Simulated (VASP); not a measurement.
These are PBE GGA with spin-orbit coupling, VASP's PBE PAW potentials (set 64) (plane waves; VASP) values and carry that method's errors.

The input files of a VASP run:

### POSCAR
```
InSb
1
    0.0000000000     3.2400000000     3.2400000000
    3.2400000000     0.0000000000     3.2400000000
    3.2400000000     3.2400000000     0.0000000000
In Sb
1 1
Direct
  0.0000000000   0.0000000000   0.0000000000
  0.2500000000   0.2500000000   0.2500000000
```

INCAR:
```
SYSTEM = InSb
PREC = Accurate
ENCUT = 400
EDIFF = 1E-6
NELM = 100
ALGO = Normal
LREAL = .FALSE.
LASPH = .TRUE.
ISMEAR = 0
SIGMA = 0.05
GGA = PE
LMAXMIX = 4
LWAVE = .FALSE.
LCHARG = .FALSE.
ISIF = 2
LSORBIT = .TRUE.
MAGMOM = 0 0 0 0 0 0
GGA_COMPAT = .FALSE.
```

**KPOINTS**
```
Automatic mesh
0
Gamma
5 5 5
0 0 0
```

POTCAR, in this order: In_d Sb (PBE.64 set). Program: vasp_ncl.

### Question
What does the run give for the energy per atom (σ→0), pressure, band gap (on the k-mesh)?

### Answer

| Item | Result |
|---|---|
| energy per atom (σ→0) | -3.478 eV/atom |
| band gap (on the k-mesh) | none (metal, semimetal or under 0.01 eV) |
| pressure | 3.27 GPa |

File OSZICAR:
```
...
DAV:   7    -0.695365584941E+01    0.14458E-01   -0.81460E-02  1122   0.276E+00    0.142E+00
DAV:   8    -0.695433515078E+01   -0.67930E-03   -0.38125E-03   798   0.535E-01    0.539E-01
DAV:   9    -0.695513607970E+01   -0.80093E-03   -0.31240E-03   916   0.816E-01    0.170E-01
DAV:  10    -0.695551815017E+01   -0.38207E-03   -0.43511E-04   792   0.289E-01    0.559E-02
DAV:  11    -0.695564625527E+01   -0.12811E-03   -0.13933E-04   800   0.723E-02    0.197E-02
DAV:  12    -0.695565620172E+01   -0.99465E-05   -0.19384E-05   836   0.403E-02    0.188E-02
DAV:  13    -0.695565645783E+01   -0.25611E-06   -0.63767E-07   602   0.866E-03
   1 F= -.69556565E+01 E0= -.69554308E+01  d E =-.451352E-03  mag=     0.0000    -0.0000    -0.0000
```

The compound is InSb in the zinc blende structure. The cell was not relaxed at this level. The k-mesh is coarse (spacing up to 0.34 per Å, 2π included), so the numbers may not be converged in it.
